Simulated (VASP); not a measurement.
Input of a VASP 6.6.1 run:

INCAR

```
SYSTEM = CdPtC6N6
PREC = Accurate
ENCUT = 520
EDIFF = 1E-6
ISMEAR = -1
SIGMA = 0.005
LREAL = .FALSE.
LASPH = .TRUE.
NELM = 100
ALGO = Fast
ISIF = 2
LWAVE = .FALSE.
LCHARG = .TRUE.
GGA = PE
IVDW = 13
LELF = .TRUE.
LVHAR = .TRUE.
NBANDS = 51
```

File KPOINTS:

```
regular mesh
0
G
  2 3 2
  0 0 0
```

POSCAR

```
CdPtC6N6
1.0
    7.1216750000     -1.1016560000     -0.9767960000
   -0.4940600000      6.2052250000     -0.2765360000
   -1.6945720000      0.3068930000      7.4205880000
Cd Pt C N
1 1 6 6
Direct
    0.4984418357      0.6857779514      0.3006648911
    0.5166356720      0.3437724021      0.9265662105
    0.0167388247      0.5880094585      0.8246569141
    0.2547103366      0.5883007848      0.5957465074
    0.8620220970      0.0440784316      0.6004152244
    0.2629677735      0.1634789682      0.1425195267
    0.9659176952      0.4414183883      0.9571955236
    0.7469531428      0.4560267532      0.6827617510
   -0.0181238391      0.5767940932      0.2332429772
    0.6997905155      0.7639794607      0.8079101549
    0.9614818870      0.7882652264      0.4737032125
    0.4797338353      0.8294986179      0.8655267374
    0.6716159728      0.1847435672      0.3996355872
    0.8985745910      0.9088115364      0.1615710471
```

Potentials or basis: VASP PAW PBE potentials, release 64 (Cd, Pt, C, N).

Launch:

```bash
$ cat potpaw_PBE.64/Cd/POTCAR potpaw_PBE.64/Pt/POTCAR potpaw_PBE.64/C/POTCAR potpaw_PBE.64/N/POTCAR > POTCAR
$ mpirun -np 1 vasp_std > vasp.out
```

(1) What does it give for the dispersion energy per atom?

(2) Estimate the band gap on the k mesh.

(3) What does it give for the pressure?

(4) Estimate the largest force.

## Answers

(1) -0.134 eV.

(2) none (metal or under the smearing width).

(3) -20.3 GPa.

(4) 6.037 eV/Å.

Caveat: the k mesh is coarse (spacing up to 0.48 Å⁻¹), so the values aren't converged; so large a pressure means that the cell lies far from this level's equilibrium, or that cutoff or potentials fall short.
